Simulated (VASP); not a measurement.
Energy against volume of SiC (zinc blende). Computed with HSEsol screened hybrid, VASP's PBE PAW potentials (set 64) (plane waves; VASP). Run with 520 eV cut-off, 8×8×8 Γ-centred mesh, Gaussian smearing of 0.050 eV, potentials Si C.

| V (Å³/atom) | E (eV/atom) |
|---|---|
| 9.554 | -8.98761 |
| 9.869 | -9.01170 |
| 10.184 | -9.01902 |
| 10.499 | -9.01189 |

### Question
Fit these four points and predict the energy of the run at 10.814 Å³/atom.

### Answer
A cubic in V^(−2/3), the third-order Birch-Murnaghan form, passes through the four points with V0 = 10.18 Å³/atom and B0 = 238 GPa, and gives -8.9923 eV/atom there. The run gave -8.9923 eV/atom, -0.0 meV/atom from the fit; all five points give B0 = 238 GPa.

The compound is SiC in the zinc blende structure. It was relaxed first. The cell's shape comes from a PBE relaxation.
